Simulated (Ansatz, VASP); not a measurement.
## Pb (Lead): VASP beside Ansatz

Aim: how closely do two programs agree when they are given the same cell, functional and k mesh? The cell is taken from a series of runs on this material, whose earlier steps may have relaxed, scaled, displaced or heated it; both programs get it as it stands.

Program: Ansatz 0.2.0. Level of theory: plane waves, with VASP 6.6.1 beside it; elastic constants at LDA. Results are calculated unless marked as measured.

## 1. Starting point

It takes space group Fm-3m (No. 225, cubic). Conventional cell: a = 4.877 Å, b = 4.877 Å, c = 4.877 Å, α = 90.00°, β = 90.00°, γ = 90.00°. Nearest to Pb lie 12 Pb at 3.45 Å.

Structure file:

```
Pb
1.0
     0.00000    2.43871    2.43871
     2.43871    0.00000    2.43871
     2.43871    2.43871    0.00000
Pb
1
Direct
  0.00000 0.00000 0.00000
```

## 2. VASP: elastic constants, LDA

Elastic constants are differences of stresses under small strains, so they test the stress and the mesh.

Lines of VASP's logs that name or quote its potential files are left out, and so is its time.

INCAR

```
SYSTEM = Pb
PREC = Accurate
ENCUT = 500
EDIFF = 1E-08
NELM = 120
ISMEAR = 0
SIGMA = 0.1
LREAL = .FALSE.
ALGO = Normal
GGA = PW92
NBANDS = 13
LORBIT = 11
LWAVE = .FALSE.
LCHARG = .FALSE.
ISIF = 3
IBRION = 6
NFREE = 2
POTIM = 0.015
NSW = 1
LASPH = .TRUE.
GGA_COMPAT = .FALSE.
```

POSCAR

```
Pb
1.0
    0.0000000000      2.4387050605      2.4387050605
    2.4387050605      0.0000000000      2.4387050605
    2.4387050605      2.4387050605      0.0000000000
Pb
1
Direct
    0.0000000000      0.0000000000      0.0000000000
```

KPOINTS

```
Automatic mesh
0
Gamma
8 8 8
0 0 0
```

PAW data sets: Pb_d (LDA family, release 64).

Run with:

```console
> mpirun -np 1 vasp_std
```

Numbers of over 12 decimals in the logs are rounded to 6 here.

The log of the run:

```text
[banner, memory and clock lines left out]
running    1 mpi-ranks, on    1 nodes
 distrk:  each k-point on    1 cores,    1 groups
 distr:  one band on    1 cores,    1 groups

 POSCAR found type information on POSCAR Pb
 POSCAR found :  1 types and       1 ions
|                                                                             |
|               ----> ADVICE to this user running VASP <----                  |
|                                                                             |
|     You enforced a specific xc type in the INCAR file but a different       |
|     [... a line on the potential file left out ...]
|     I HOPE YOU KNOW WHAT YOU ARE DOING!                                     |
|                                                                             |

 LDA part: xc-table for (Slater(with rela. corr.)+PW92), standard interpolation
 POSCAR, INCAR and KPOINTS ok, starting setup
 FFT: planning ... GRIDC
 FFT: planning ... GRID_SOFT
 FFT: planning ... GRID
 WAVECAR not read
 entering main loop
       N       E                     dE             d eps       ncg     rms          rms(c)
DAV:   1     0.107100082234E+03    0.10710E+03   -0.68623E+03   769   0.125E+03
DAV:   2     0.907749602916E+00   -0.10619E+03   -0.10318E+03   774   0.313E+02
DAV:   3    -0.415403136057E+01   -0.50618E+01   -0.50489E+01   942   0.737E+01
DAV:   4    -0.427112814812E+01   -0.11710E+00   -0.11707E+00   927   0.118E+01
DAV:   5    -0.427692761438E+01   -0.57995E-02   -0.57991E-02  1066   0.247E+00    0.580E-01
DAV:   6    -0.426493671453E+01    0.11991E-01   -0.14507E-02   944   0.216E+00    0.274E-01
DAV:   7    -0.426162047135E+01    0.33162E-02   -0.58347E-03   949   0.126E+00    0.797E-02
DAV:   8    -0.426134792919E+01    0.27254E-03   -0.33966E-04  1129   0.317E-01    0.831E-03
DAV:   9    -0.426134660364E+01    0.13256E-05   -0.76282E-06   999   0.501E-02    0.369E-03
DAV:  10    -0.426134669700E+01   -0.93367E-07   -0.29514E-07   972   0.666E-03    0.105E-04
DAV:  11    -0.426134669508E+01    0.19222E-08   -0.89755E-09   653   0.934E-04
   1 F= -.42613467E+01 E0= -.42605059E+01  d E =-.168153E-02
[... from here on, the cycles between the ionic steps are left out ...]
   2 F= -.42612644E+01 E0= -.42602180E+01  d E =-.209273E-02
   3 F= -.42586573E+01 E0= -.42572608E+01  d E =-.279312E-02
   7 F= -.42586573E+01 E0= -.42572608E+01  d E =-.279312E-02
   8 F= -.42608144E+01 E0= -.42597680E+01  d E =-.209287E-02
   9 F= -.42608144E+01 E0= -.42597680E+01  d E =-.209277E-02
  10 F= -.42608144E+01 E0= -.42597680E+01  d E =-.209285E-02
  11 F= -.42608144E+01 E0= -.42597680E+01  d E =-.209279E-02
  12 F= -.42608144E+01 E0= -.42597680E+01  d E =-.209285E-02
  13 F= -.42608144E+01 E0= -.42597680E+01  d E =-.209276E-02
  14 F= -.42613477E+01 E0= -.42605069E+01  d E =-.168150E-02
 Finite differences progress:
  Degree of freedom:   7/  7
  Displacement:        1/  2
  Total:              13/ 14
 bond charge predicted
       N       E                     dE             d eps       ncg     rms          rms(c)
DAV:   1    -0.424671856882E+01    0.14629E-01   -0.61252E+00   899   0.165E+01    0.620E-02
DAV:   2    -0.426126668246E+01   -0.14548E-01   -0.14727E-01   964   0.388E+00    0.382E-02
DAV:   3    -0.426136483853E+01   -0.98156E-04   -0.13917E-03  1016   0.316E-01    0.244E-02
DAV:   4    -0.426135197562E+01    0.12863E-04   -0.21628E-04  1005   0.248E-01    0.114E-02
DAV:   5    -0.426134917379E+01    0.28018E-05   -0.92785E-06  1149   0.449E-02    0.643E-03
DAV:   6    -0.426134770204E+01    0.14718E-05   -0.43560E-06   984   0.405E-02    0.669E-04
DAV:   7    -0.426134768919E+01    0.12841E-07   -0.10487E-07  1086   0.393E-03    0.156E-04
DAV:   8    -0.426134768202E+01    0.71764E-08   -0.17134E-09   617   0.663E-04
  15 F= -.42613477E+01 E0= -.42605069E+01  d E =-.168152E-02
 Finite differences progress:
  Degree of freedom:   7/  7
  Displacement:        2/  2
  Total:              14/ 14
```

From OUTCAR (step 2):

```text
ion  position               nearest neighbor table
   1  0.000  0.000  0.000-

  LATTYP: Found a face centered cubic cell.
 ALAT       =     4.8774101210

 Subroutine GETGRP returns: Found 48 space group operations
 (whereof 48 operations were pure point group operations)

The static configuration has the point symmetry O_h .

 Found     29 irreducible k-points:

   k-points           NKPTS =     29   k-points in BZ     NKDIM =     29   number of bands    NBANDS=     13

   dimension x,y,z NGX =    28 NGY =   28 NGZ =   28
   dimension x,y,z NGXF=    56 NGYF=   56 NGZF=   56

   ENCUT  =  500.0 eV  36.75 Ry    6.06 a.u.   6.29  6.29  6.29*2*pi/ulx,y,z

   NELECT =      14.0000    total number of electrons

 k-points in reciprocal lattice and weights: Automatic mesh
   0.00000000  0.00000000  0.00000000       0.002
   0.12500000  0.00000000  0.00000000       0.016
   0.25000000  0.00000000  0.00000000       0.016
   0.37500000  0.00000000  0.00000000       0.016
   0.50000000  0.00000000  0.00000000       0.008
   0.12500000  0.12500000  0.00000000       0.012
   0.25000000  0.12500000  0.00000000       0.047
   0.37500000  0.12500000  0.00000000       0.047
   0.50000000  0.12500000  0.00000000       0.047
[...]
-0.37500000  0.50000000  0.12500000       0.023
  -0.25000000  0.50000000  0.25000000       0.012

 average (electrostatic) potential at core
       1 -89.8894

 E-fermi :   7.5189

 k-point     1 :       0.0000    0.0000    0.0000
  band No.  band energies     occupation
    ...
      2      -9.5225      2.00000
      3      -9.5225      2.00000
      4      -9.3594      2.00000
      5      -9.3594      2.00000
      6      -4.5493      2.00000
      7      15.2292      0.00000
      8      15.2292      0.00000
      9      15.2292      0.00000
     10      17.3764      0.00000
     11      19.5621      0.00000
    ...

 k-point     2 :       0.1250    0.0000    0.0000
  band No.  band energies     occupation
    ...
      2      -9.4996      2.00000
      3      -9.4996      2.00000
      4      -9.3590      2.00000
      5      -9.3590      2.00000
      6      -4.2341      2.00000
      7      12.3538      0.00000
      8      14.8691      0.00000
      9      14.8691      0.00000
     10      17.0170      0.00000
     11      20.4930      0.00000
    ...

 k-point     3 :       0.2500    0.0000    0.0000
  band No.  band energies     occupation
    ...
      2      -9.4814      2.00000
      3      -9.4814      2.00000
      4      -9.3194      2.00000
      5      -9.3194      2.00000
      6      -3.2895      2.00000
      7       8.3466      0.00000
      8      14.1466      0.00000
      9      14.1466      0.00000
     10      16.7541      0.00000
     11      19.2965      0.00000
    ...

  Total        0.0843848      0.0843848      0.0843848     -0.0000000      0.0000000      0.0000000
  in kB        4.6608713      4.6608713      4.6608713     -0.0000000      0.0000000      0.0000000
  external PRESSURE =       4.6608713 kB  Pullay stress =       0.0000000 kB

  energy-cutoff  :      500.00
  volume of cell :       29.01
      direct lattice vectors                 reciprocal lattice vectors
     0.000000000  2.438705060  2.438705060    -0.205026843  0.205026843  0.205026843
     2.438705060  0.000000000  2.438705060     0.205026843 -0.205026843  0.205026843
     2.438705060  2.438705060  0.000000000     0.205026843  0.205026843 -0.205026843

 POSITION                                       TOTAL-FORCE (eV/Angst)
 -----------------------------------------------------------------------------------
     -0.01500      0.00000      0.00000        -0.000000     -0.000000      0.000000
 -----------------------------------------------------------------------------------
    total drift:                               -0.000046      0.000000      0.000000

  FREE ENERGIE OF THE ION-ELECTRON SYSTEM (eV)
  ---------------------------------------------------
  free  energy   TOTEN  =        -4.2613476820 eV

  energy  without entropy=       -4.2596661621  energy(sigma->0) =       -4.26050692

  SYMMETRIZED ELASTIC MODULI (kBar)
 Direction    XX          YY          ZZ          XY          YZ          ZX
 --------------------------------------------------------------------------------
 XX         680.6039    474.8875    474.8875      0.0000      0.0000     -0.0000
 YY         474.8875    680.6039    474.8875      0.0000      0.0000      0.0000
 ZZ         474.8875    474.8875    680.6039      0.0000      0.0000     -0.0000
 XY           0.0000      0.0000      0.0000    253.8795      0.0000      0.0000
 YZ           0.0000      0.0000      0.0000      0.0000    253.8795      0.0000
 ZX          -0.0000      0.0000     -0.0000      0.0000      0.0000    253.8795
 --------------------------------------------------------------------------------

 Eigenvectors and eigenvalues of the dynamical matrix
 ----------------------------------------------------

   1 f/i=    0.000000 THz     0.000000 2PiTHz    0.000000 cm-1     0.000000 meV
             X         Y         Z           dx          dy          dz
      0.000000  0.000000  0.000000     0.757410   -0.652940    0.000000

   2 f/i=    0.000000 THz     0.000000 2PiTHz    0.000000 cm-1     0.000000 meV
             X         Y         Z           dx          dy          dz
      0.000000  0.000000  0.000000    -0.652940   -0.757410    0.000000

   3 f/i=    0.000000 THz     0.000000 2PiTHz    0.000000 cm-1     0.000000 meV
             X         Y         Z           dx          dy          dz
      0.000000  0.000000  0.000000     0.000000    0.000000    1.000000

 ELASTIC MODULI CONTR FROM IONIC RELAXATION (kBar)
 Direction    XX          YY          ZZ          XY          YZ          ZX
 --------------------------------------------------------------------------------
 XX           0.0000      0.0000      0.0000      0.0000      0.0000      0.0000
 YY           0.0000      0.0000      0.0000      0.0000      0.0000      0.0000
 ZZ           0.0000      0.0000      0.0000      0.0000      0.0000      0.0000
 XY           0.0000      0.0000      0.0000      0.0000      0.0000      0.0000
 YZ           0.0000      0.0000      0.0000      0.0000      0.0000      0.0000
 ZX           0.0000      0.0000      0.0000      0.0000      0.0000      0.0000
 --------------------------------------------------------------------------------

 TOTAL ELASTIC MODULI (kBar)
 Direction    XX          YY          ZZ          XY          YZ          ZX
 --------------------------------------------------------------------------------
 XX         680.6039    474.8875    474.8875      0.0000      0.0000     -0.0000
 YY         474.8875    680.6039    474.8875      0.0000      0.0000      0.0000
 ZZ         474.8875    474.8875    680.6039      0.0000      0.0000     -0.0000
 XY           0.0000      0.0000      0.0000    253.8795      0.0000      0.0000
 YZ           0.0000      0.0000      0.0000      0.0000    253.8795      0.0000
 ZX          -0.0000      0.0000     -0.0000      0.0000      0.0000    253.8795
 --------------------------------------------------------------------------------

 total charge
# of ion       s       p       d       tot
------------------------------------------
    1        1.407   0.774   9.808  11.989

[... 3 further parts left out ...]
```

CONTCAR:

```
Pb
   1.00000000000000
     0.0000000000000000    2.4387050604999998    2.4387050604999998
     2.4387050604999998    0.0000000000000000    2.4387050604999998
     2.4387050604999998    2.4387050604999998    0.0000000000000000
  Pb
     1
Direct
     0.0030754026476914   -0.0030754026476914   -0.0030754026476914
```

The k-mesh is coarse for a metal.

Levels, forces or a CONTCAR printed for this step are those of its last displaced cell, not of the structure at rest.

(Continued in part 2 of 2.)

[Lines on the potential files, build, host, timing and source positions are cut from VASP's logs without a mark.]

[Logs are printed without paths, hosts, clocks, repeated set-up lines and the standing remarks that a program may print on its own settings, such as how far it seeks lower states.]

[Hosts, paths, dates, database ids (printed as entryN), source tags and the programs' standing remarks are cut or masked in the printed files.]
